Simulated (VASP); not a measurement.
Method: LDA (Ceperley-Alder, Perdew-Zunger), VASP's LDA PAW potentials (set 64) (plane waves; VASP 6.6.1).

Input for VASP

INCAR:
```
ALGO  =  Normal
EDIFF  =  1E-6
ENCUT  =  300
ISIF  =  2
ISMEAR  =  -5
LASPH  =  .TRUE.
LCHARG  =  .FALSE.
LMAXMIX  =  4
LREAL  =  .FALSE.
LWAVE  =  .FALSE.
NELM  =  100
PREC  =  Accurate
SYSTEM  =  I
```

File KPOINTS:
```
Automatic mesh
0
Gamma
4 4 2
0 0 0
```

**POSCAR**
```
I
1
    2.3950000000    -3.6350000000     0.0000000000
    2.3950000000     3.6350000000     0.0000000000
    0.0000000000     0.0000000000     9.7900000000
I
4
Direct
  0.8474090000   0.8494650000   0.8830720000
  0.6461080000   0.6467830000   0.3811350000
  0.3418950000   0.3433000000   0.6180600000
  0.1645880000   0.1604530000   0.1177330000
```

POTCAR, in this order: I (LDA.64 set). Program: vasp_std.

Unless said otherwise, spin-orbit coupling is left out, though it shifts the bands of the heavy elements here.

### Question
What does the run give for the energy per atom (σ→0), pressure, largest force, band gap (on the k-mesh)?

### Answer

| Property | Result |
|---|---|
| energy per atom (σ→0) | -1.963 eV/atom |
| band gap (on the k-mesh) | 1.03 eV |
| pressure | -18.0 kbar |
| largest force | 0.284 eV/Å |

### OSZICAR
```
...
DAV:   6    -0.792720720687E+01    0.21061E+00   -0.18262E-01   774   0.217E+00    0.623E+00
DAV:   7    -0.786196300840E+01    0.65244E-01   -0.42656E-01   756   0.328E+00    0.653E-01
DAV:   8    -0.785223649785E+01    0.97265E-02   -0.58093E-02   750   0.132E+00    0.335E-01
DAV:   9    -0.785230011494E+01   -0.63617E-04   -0.13316E-03   782   0.247E-01    0.142E-01
DAV:  10    -0.785229736908E+01    0.27459E-05   -0.14797E-04   782   0.740E-02    0.218E-02
DAV:  11    -0.785229594524E+01    0.14238E-05   -0.11654E-05   878   0.217E-02    0.104E-02
DAV:  12    -0.785229604571E+01   -0.10048E-06   -0.21955E-06   442   0.839E-03
   1 F= -.78522960E+01 E0= -.78522960E+01  d E =0.000000E+00
```

The structure is a typed I crystal. The cell was not relaxed at this level, atoms are displaced from their ideal sites. The run is one of a series of settings (ISMEAR = -5, SIGMA removed against the base run), some of them coarse on purpose.
